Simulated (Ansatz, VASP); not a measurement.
# Si57O97 (amorphous SiO1.7) in two plane-wave programs

Wanted: the spread between two codes on one cell, functional and k mesh. The structure shown is the start of the Ansatz relaxation below; VASP solves that cell, so the two are compared at the walk's first step.

Method: plane waves, with VASP 6.6.1 beside it; single point at PBE, in Ansatz 0.2.0.

### 1. Set-up

The cell holds 154 atoms: 57 Si and 97 O. Its edges and angles: a = 13.312 Å, b = 13.312 Å, c = 13.312 Å, α = 90.0°, β = 90.0°, γ = 90.0°. As first built, before any earlier steps moved the atoms (in the runner's words): 154 atoms (57 Si, 97 O) placed at random at 2.22 g/cm^3, melted at 5000 K for 10 ps at fixed volume with the Tersoff Si-O potential (Munetoh et al., Comput. Mater. Sci. 39, 334 (2007)). Quenched from 5000 K to 100 K at 10 K/ps and fixed volume, held 5 ps.

### 2. Ansatz: relaxation, PBE

Ansatz runs on its default PAW (the set named soft_2) files.

The two programs are compared at the cell with which this relaxation starts, whose forces are those of its first step.

input.yaml

```yaml
crystal:
  lattice:
    - [13.3125, 0.0, 0.0]
    - [0.0, 13.3125, 0.0]
    - [0.0, 0.0, 13.3125]
  atoms:
    - { symbol: Si, position: [0.10475, 0.1556, 0.19995] }
    - { symbol: Si, position: [0.35698, 0.59641, 0.11771] }
    - { symbol: Si, position: [0.17292, 0.8513, 0.15782] }
    - { symbol: Si, position: [0.6326, 0.37725, 0.54095] }
    - { symbol: Si, position: [0.21554, 0.00285, 0.07493] }
    - { symbol: Si, position: [0.97669, 0.78141, 0.67619] }
    - { symbol: Si, position: [0.12003, 0.38543, 0.18606] }
    - { symbol: Si, position: [0.39286, 0.30338, 0.31384] }
    - { symbol: Si, position: [0.65649, 0.77681, 0.93842] }
    - { symbol: Si, position: [0.89188, 0.76212, 0.96429] }
    - { symbol: Si, position: [0.26743, 0.50472, 0.3115] }
    - { symbol: Si, position: [0.60447, 0.34794, 0.23153] }
    - { symbol: Si, position: [0.33117, 0.55797, 0.73748] }
    - { symbol: Si, position: [0.66835, 0.0957, 0.07509] }
    - { symbol: Si, position: [0.01519, 0.00276, 0.23029] }
    - { symbol: Si, position: [0.36165, 0.90428, 0.69295] }
    - { symbol: Si, position: [0.54652, 0.98681, 0.93134] }
    - { symbol: Si, position: [0.60073, 0.09847, 0.54254] }
    - { symbol: Si, position: [0.1834, 0.69764, 0.98809] }
    - { symbol: Si, position: [0.8532, 0.40206, 0.47296] }
    - { symbol: Si, position: [0.03516, 0.19595, 0.96734] }
    - { symbol: Si, position: [0.19381, 0.7551, 0.76207] }
    - { symbol: Si, position: [0.73002, 0.68317, 0.30353] }
    - { symbol: Si, position: [0.92485, 0.65399, 0.17714] }
    - { symbol: Si, position: [0.39435, 0.01688, 0.48525] }
    - { symbol: Si, position: [0.70963, 0.89278, 0.4019] }
    - { symbol: Si, position: [0.7989, 0.07375, 0.27721] }
    - { symbol: Si, position: [0.66358, 0.66937, 0.72991] }
    - { symbol: Si, position: [0.00119, 0.19108, 0.62985] }
    - { symbol: Si, position: [0.37588, 0.02914, 0.89981] }
[... 118 atom lines left out ...]
    - { symbol: O, position: [0.52047, 0.84421, 0.17598] }
    - { symbol: O, position: [0.07427, 0.89837, 0.22089] }
    - { symbol: O, position: [0.19608, 0.70184, 0.36864] }
    - { symbol: O, position: [0.00625, 0.65369, 0.4623] }
    - { symbol: O, position: [0.29962, 0.33147, 0.9423] }
    - { symbol: O, position: [0.66279, 0.14765, 0.44648] }
kpoints:
  mp_grid: { grid: [1, 1, 1] }
hamiltonian:
  xc: pbe
scf:
  occupations: { method: gaussian, width: 0.025 }
output:
  forces: true
relax:
  f_tol: 0.05
  max_steps: 120
```

Command:

```
ansatz run input.yaml --threads 4 --pin off --max-ram 8192MiB --backend cpu --events-out ev --progress --plain --runs-dir out
```

Numbers of over 12 decimals in the logs are rounded to 6 here.

Log:

```text
Engine: ansatz 0.2.0, aarch64-unknown-linux-gnu
Pseudopotentials: kind: paw
Pseudopotential: Si, paw, valence charge 4, recommended cutoff 420 eV (normal), Si.paw.azcp
Pseudopotential: O, paw, valence charge 6, recommended cutoff 420 eV (normal), O.paw.azcp
Functional definition: PBE
  parameter kappa = 0.804
  parameter beta = 0.066725
  exchange = pbe_x(kappa = kappa, mu = beta*pi^2/3)
  correlation = pbe_c(beta = beta)
Crystal: 154 atoms, lattice volume = 2359.277 Å³
Basis set: ecut = 420 eV, 46297 PW (Γ), exchange–correlation on 180×180×180 points (8 copies of the dense FFT grid, shifted against one another)
Bands: 559, of which v1, the nominal top of the filled ones, is band 405 counted from 1 (404 counted from 0)
Symmetry: 1 space group operations
Space group: P1 (ITA 1), of the structure as read, at distance tolerance 1.3e-4 Å
k-points: 1
Non-local potential: Si, projectors of the file, l = 0: 2, l = 1: 2, l = 2: 2
Non-local potential: O, projectors of the file, l = 0: 2, l = 1: 2, l = 2: 1
PAW form: soft (Blöchl's): semilocal exchange-correlation on the pseudo side does not see the compensation charge
PAW one-centre angular grid: Si, 110 points (default); XC on 64 Gauss nodes
PAW one-centre angular grid: O, 110 points (default); XC on 64 Gauss nodes
Initial density: superposition of atomic densities (neutral atoms: chi_scale 0, normalization atom), corrected by the library's trained network
Initial wavefunctions: pseudopotential atomic-orbital guess
Functional: x = pbe(κ = 0.804, μ = 0.219515), c = pbe(β = 0.066725)
SCF iter   1: F=—  HF=-91360.852061 eV  |F-HF|=—  |Δ(HF+E_count)|=         —  Δρ=1.47e-2  dr2=2.14e1  ethr=1.77e-3  ⟨swp⟩=6.0  Hψ=2698  notcnv=0  defer=82
preconditioner: auto → LDOS  [insulator: Δε(μ)=0.087 eV  Ē_g=14.630 eV  σ=0.025 eV  W_gap=0.99  n_scr=460 (ndim 8)  ℏωp=21.4 eV  f_vac=0.194  D(μ)=4.39/eV (n_scr^D=6)  ε∞_Penn≈3.1  β→1.0]
SCF iter   2: F=—  HF=-91362.071263 eV  |F-HF|=—  |Δ(HF+E_count)|=    1.22e0  Δρ=1.91e-2  dr2=3.54e1  ethr=1.77e-3  ⟨swp⟩=4.0  Hψ=974  notcnv=0  defer=144
SCF iter   3: F=—  HF=-91359.200436 eV  |F-HF|=—  |Δ(HF+E_count)|=    2.87e0  Δρ=7.23e-3  dr2=5.75e0  ethr=1.77e-3  ⟨swp⟩=3.0  Hψ=1082  notcnv=0  defer=144
SCF iter   4: F=—  HF=-91358.879316 eV  |F-HF|=—  |Δ(HF+E_count)|=   3.21e-1  Δρ=3.63e-3  dr2=1.27e0  ethr=7.10e-4  ⟨swp⟩=3.0  Hψ=1080  notcnv=0  defer=144
SCF iter   5: F=—  HF=-91358.851136 eV  |F-HF|=—  |Δ(HF+E_count)|=   2.82e-2  Δρ=2.25e-3  dr2=5.44e-1  ethr=1.57e-4  ⟨swp⟩=2.0  Hψ=432  notcnv=0  defer=144
SCF iter   6: F=—  HF=-91358.832005 eV  |F-HF|=—  |Δ(HF+E_count)|=   1.91e-2  Δρ=1.40e-3  dr2=1.69e-1  ethr=6.72e-5  ⟨swp⟩=2.0  Hψ=436  notcnv=0  defer=144
SCF iter   7: F=—  HF=-91358.825627 eV  |F-HF|=—  |Δ(HF+E_count)|=   6.38e-3  Δρ=9.14e-4  dr2=7.49e-2  ethr=2.08e-5  ⟨swp⟩=2.0  Hψ=436  notcnv=0  defer=144
SCF iter   8: F=—  HF=-91358.823642 eV  |F-HF|=—  |Δ(HF+E_count)|=   1.98e-3  Δρ=5.48e-4  dr2=1.63e-2  ethr=9.24e-6  ⟨swp⟩=2.0  Hψ=427  notcnv=0  defer=144
SCF iter   9: F=—  HF=-91358.822649 eV  |F-HF|=—  |Δ(HF+E_count)|=   9.94e-4  Δρ=4.51e-4  dr2=1.53e-2  ethr=2.01e-6  ⟨swp⟩=2.0  Hψ=760  notcnv=0  defer=144
SCF iter  10: F=—  HF=-91358.822061 eV  |F-HF|=—  |Δ(HF+E_count)|=   5.88e-4  Δρ=2.70e-4  dr2=4.04e-3  ethr=1.88e-6  ⟨swp⟩=2.0  Hψ=424  notcnv=0  defer=144
SCF iter  11: F=—  HF=-91358.821862 eV  |F-HF|=—  |Δ(HF+E_count)|=   1.99e-4  Δρ=1.96e-4  dr2=1.99e-3  ethr=4.99e-7  ⟨swp⟩=2.0  Hψ=427  notcnv=0  defer=144
SCF iter  12: F=—  HF=-91358.821714 eV  |F-HF|=—  |Δ(HF+E_count)|=   1.48e-4  Δρ=1.26e-4  dr2=8.26e-4  ethr=2.45e-7  ⟨swp⟩=2.0  Hψ=427  notcnv=0  defer=144
SCF iter  13: F=—  HF=-91358.821647 eV  |F-HF|=—  |Δ(HF+E_count)|=   6.69e-5  Δρ=7.68e-5  dr2=3.80e-4  ethr=1.02e-7  ⟨swp⟩=2.0  Hψ=429  notcnv=0  defer=144
SCF iter  14: F=—  HF=-91358.821623 eV  |F-HF|=—  |Δ(HF+E_count)|=   2.48e-5  Δρ=5.38e-5  dr2=1.71e-4  ethr=4.69e-8  ⟨swp⟩=2.0  Hψ=428  notcnv=0  defer=144
SCF iter  15: F=—  HF=-91358.821615 eV  |F-HF|=—  |Δ(HF+E_count)|=   7.47e-6  Δρ=4.17e-5  dr2=9.21e-5  ethr=2.11e-8  ⟨swp⟩=2.0  Hψ=427  notcnv=0  defer=144
SCF iter  16: F=-91358.821575 eV  HF=-91358.821608 eV  |F-HF|=3.24e-5  |Δ(HF+E_count)|=   7.22e-6  Δρ=2.89e-5  dr2=4.72e-5  ethr=7.72e-9  ⟨swp⟩=4.0  Hψ=1368  notcnv=0
SCF 1 converged in 16 iterations: F = -91358.821575 eV  dr2 = 4.72e-5
  greatest PAW one-centre occupation: 0.890 electrons in one spin orbital (limit 2), on the O atom at site 82 (counted from 0), in its partial waves of l = 0
relax step   1: F+E_penalty+E_count = -91358.82157540 eV  Δ(F+E_penalty+E_count) = +0.000e0 eV  max|allowed force component| = 4.793e0 eV/Å  Δτ_max = 0.0000 Å  (16 SCF iters, dr2 threshold 6.25e-5 eV, accepted)
Initial density: handed on by an earlier stage of this run
Initial wavefunctions: those handed on with the density
[...]
- { symbol: Si, position: [0.688983, 0.062451, 0.742458] }
    - { symbol: Si, position: [0.937567, 0.383526, 0.769310] }
    - { symbol: Si, position: [0.770320, 0.879266, 0.643370] }
    - { symbol: Si, position: [0.502945, 0.727927, 0.658468] }
    - { symbol: Si, position: [0.287624, 0.710896, 0.306926] }
    - { symbol: Si, position: [0.732929, 0.286417, 0.413552] }
    - { symbol: Si, position: [0.713068, 0.452368, 0.749728] }
    - { symbol: Si, position: [0.822423, 0.166645, 0.909047] }
    - { symbol: Si, position: [0.061540, 0.712801, 0.394187] }
    - { symbol: Si, position: [0.234027, 0.264037, 0.645516] }
    - { symbol: O, position: [0.990797, 0.585843, 0.144455] }
    - { symbol: O, position: [0.508242, 0.372762, 0.974465] }
    - { symbol: O, position: [0.612333, 0.084432, 0.834286] }
    - { symbol: O, position: [0.124782, 0.749893, 0.085601] }
    - { symbol: O, position: [0.596250, 0.902022, 0.917233] }
    - { symbol: O, position: [0.759196, 0.764070, 0.681672] }
    - { symbol: O, position: [0.649531, 0.698116, 0.222475] }
    - { symbol: O, position: [0.315453, 0.591836, 0.237768] }
    - { symbol: O, position: [0.00259862, 0.729237, 0.280229] }
    - { symbol: O, position: [0.943681, 0.156649, 0.907951] }
    - { symbol: O, position: [0.821997, 0.393594, 0.722965] }
    - { symbol: O, position: [0.855027, 0.278467, 0.404252] }
    - { symbol: O, position: [0.132036, -0.016145, 0.979102] }
    - { symbol: O, position: [0.611533, 0.738292, 0.032301] }
    - { symbol: O, position: [0.325835, 0.149646, 0.882610] }
    - { symbol: O, position: [0.175930, 0.456264, 0.276837] }
    - { symbol: O, position: [0.357260, 0.389217, 0.267526] }
    - { symbol: O, position: [0.989605, 0.310797, 0.681170] }
    - { symbol: O, position: [0.185861, 0.745780, 0.894710] }
    - { symbol: O, position: [0.452594, 0.838327, 0.689231] }
    - { symbol: O, position: [0.734522, -0.065194, 0.326411] }
    - { symbol: O, position: [0.778508, 0.277851, 0.893233] }
    - { symbol: O, position: [0.132492, 0.264386, 0.206461] }
    - { symbol: O, position: [0.142050, 0.224388, 0.929440] }
[...]
- { symbol: O, position: [0.749663, 0.884155, 0.522584] }
    - { symbol: O, position: [0.328587, -0.016880, -0.00924788] }
    - { symbol: O, position: [0.506187, 0.833047, 0.172660] }
    - { symbol: O, position: [0.072879, 0.912417, 0.192036] }
    - { symbol: O, position: [0.192240, 0.682407, 0.372644] }
    - { symbol: O, position: [0.028527, 0.587566, 0.406316] }
    - { symbol: O, position: [0.311007, 0.336580, 0.943903] }
    - { symbol: O, position: [0.685274, 0.176118, 0.444291] }
```

In the SCF lines HF is the Harris–Foulkes energy and dr2 the Hartree energy of the density residual, in eV; the loop may stop once dr2 is under the threshold and the program's other checks hold. Hψ counts applications of the Hamiltonian.

### 3. VASP: single point, PBE, start cell

The same cell, functional, mesh and smearing now go to VASP, with its own data sets.

Lines of VASP's logs that name or quote its potential files are left out, and so is its time.

INCAR

```
SYSTEM = Si57O97
PREC = Accurate
ENCUT = 520
EDIFF = 1E-06
NELM = 120
ISMEAR = 0
SIGMA = 0.025
LREAL = Auto
ALGO = Normal
GGA = PE
NBANDS = 512
LORBIT = 11
LWAVE = .FALSE.
LCHARG = .FALSE.
ISIF = 2
LASPH = .TRUE.
GGA_COMPAT = .FALSE.
EFERMI = MIDGAP
```

POSCAR

```
Si57O97
1.0
   13.3125000000      0.0000000000      0.0000000000
    0.0000000000     13.3125000000      0.0000000000
    0.0000000000      0.0000000000     13.3125000000
Si O
57 97
Direct
    0.1047511737      0.1555981221      0.1999474178
    0.3569802817      0.5964093897      0.1177089202
    0.1729201878      0.8512976526      0.1578215962
    0.6326009390      0.3772469484      0.5409502347
    0.2155417840      0.0028469484      0.0749295775
    0.9766910798      0.7814084507      0.6761915493
    0.1200300469      0.3854272300      0.1860582160
    0.3928563380      0.3033765258      0.3138403756
    0.6564882629      0.7768112676      0.9384187793
    0.8918835681      0.7621183099      0.9642892019
    0.2674328638      0.5047211268      0.3114967136
    0.6044694836      0.3479436620      0.2315267606
    0.3311699531      0.5579718310      0.7374798122
    0.6683492958      0.0956995305      0.0750873239
    0.0151887324      0.0027568075      0.2302873239
    0.3616525822      0.9042779343      0.6929502347
    0.5465164319      0.9868093897      0.9313427230
    0.6007286385      0.0984713615      0.5425427230
    0.1833990610      0.6976375587      0.9880863850
    0.8531981221      0.4020582160      0.4729615023
    0.0351624413      0.1959511737      0.9673389671
    0.1938103286      0.7551023474      0.7620732394
    0.7300206573      0.6831699531      0.3035267606
    0.9248525822      0.6539868545      0.1771417840
    0.3943511737      0.0168788732      0.4852507042
    0.7096262911      0.8927774648      0.4019004695
    0.7989032864      0.0737502347      0.2772131455
    0.6635793427      0.6693708920      0.7299079812
    0.0011868545      0.1910835681      0.6298516432
    0.3758798122      0.0291380282      0.8998084507
[... 118 atom lines left out ...]
    0.5204732394      0.8442065728      0.1759774648
    0.0742685446      0.8983737089      0.2208901408
    0.1960788732      0.7018366197      0.3686384977
    0.0062497653      0.6536863850      0.4623023474
    0.2996206573      0.3314704225      0.9423023474
    0.6627906103      0.1476507042      0.4464826291
```

KPOINTS

```
Automatic mesh
0
Gamma
1 1 1
0 0 0
```

PAW data sets: Si and O (PBE family, release 64).

Command:

```
export OMP_NUM_THREADS=3
mpirun -np 1 vasp_gam
```

Log:

```text
[banner, memory and clock lines left out]
running    1 mpi-ranks, on    1 nodes
[...]
Offloading initialized ...    1 GPUs detected
[...]
LDA part: xc-table for (Slater+PW92), standard interpolation
 POSCAR, INCAR and KPOINTS ok, starting setup
[...]
entering main loop
       N       E                     dE             d eps       ncg     rms          rms(c)
DAV:   1     0.722421070851E+04    0.72242E+04   -0.46698E+05  1064   0.152E+03
DAV:   2    -0.545131502624E+03   -0.77693E+04   -0.75318E+04  1256   0.364E+02
DAV:   3    -0.125011403106E+04   -0.70498E+03   -0.69534E+03  1232   0.114E+02
DAV:   4    -0.126758349868E+04   -0.17469E+02   -0.17292E+02  1216   0.187E+01
[...]
DAV:  22    -0.110816166239E+04   -0.31110E-05   -0.21392E-05  1120   0.767E-03    0.739E-03
DAV:  23    -0.110816166564E+04   -0.32463E-05   -0.91726E-06  1128   0.512E-03    0.561E-03
DAV:  24    -0.110816166622E+04   -0.58189E-06   -0.23470E-06   752   0.350E-03
   1 F= -.11081617E+04 E0= -.11081511E+04  d E =-.211968E-01
```

OUTCAR, selected parts (step 3):

```text
  Total       51.9199414     57.8494041     14.7945601      2.4928533     23.8703216     -7.5526563
  in kB       35.2586690     39.2853485     10.0469393      1.6928888     16.2102604     -5.1289852
  external PRESSURE =      28.1969856 kB  Pullay stress =       0.0000000 kB

  FREE ENERGIE OF THE ION-ELECTRON SYSTEM (eV)
  ---------------------------------------------------
  free  energy   TOTEN  =     -1108.1616662194 eV

  energy  without entropy=    -1108.1404694640  energy(sigma->0) =    -1108.15106784

[... 3 further parts left out ...]
[key lines of the parts left out:]
E-fermi :   4.9606
```

The run ends at a pressure of 2.82 GPa, with forces up to 5.6 eV/Å.

### 4. Comparison

Known differences besides the potentials themselves: the cutoff is 420 eV in Ansatz and 520 eV in VASP (PREC = Accurate, projectors in real space). Total energies have different zeros and are not compared.

Forces on 8 of the 154 atoms, those with the largest forces and the largest differences (eV/Å; atoms numbered as in POSCAR):

```csv
atom,"Ansatz x, y, z","VASP x, y, z"
Si2,"1.686, -0.346, -4.326","1.691, -0.358, -4.317"
Si6,"2.061, -0.924, -3.687","2.030, -0.919, -3.737"
Si12,"1.675, 3.758, -0.214","1.720, 3.815, -0.197"
Si17,"-0.713, -0.502, -2.749","-0.784, -0.468, -2.775"
Si18,"2.751, -4.793, -0.668","2.745, -4.855, -0.718"
Si33,"-3.407, -0.281, -2.252","-3.462, -0.316, -2.340"
Si39,"3.644, 1.442, 2.290","3.653, 1.418, 2.278"
Si45,"-3.086, 2.286, 3.557","-3.117, 2.334, 3.583"
```

The forces differ by 19 meV/Å r.m.s., which is 1.5 % of the r.m.s. force of 1.279 eV/Å (both taken over all components).

### 5. What came out

| Property | Result |
| --- | --- |
| r.m.s. force difference (single point, PBE, start cell) | 1.5 % of the r.m.s. force |

The r.m.s. force difference is 1.5 % of the r.m.s. force (single point, PBE, start cell), within the 3 % picked in this series as the mark of a large difference. 1 further run of this series is not shown here. How closely two codes agree says nothing of how well the functional describes the real material.

[Lines on the potential files, build, host, timing and source positions are cut from VASP's logs without a mark.]

[Logs are printed without paths, hosts, clocks, repeated set-up lines and the standing remarks that a program may print on its own settings, such as how far it seeks lower states.]

[Hosts, paths, dates, database ids (printed as entryN), source tags and the programs' standing remarks are cut or masked in the printed files.]
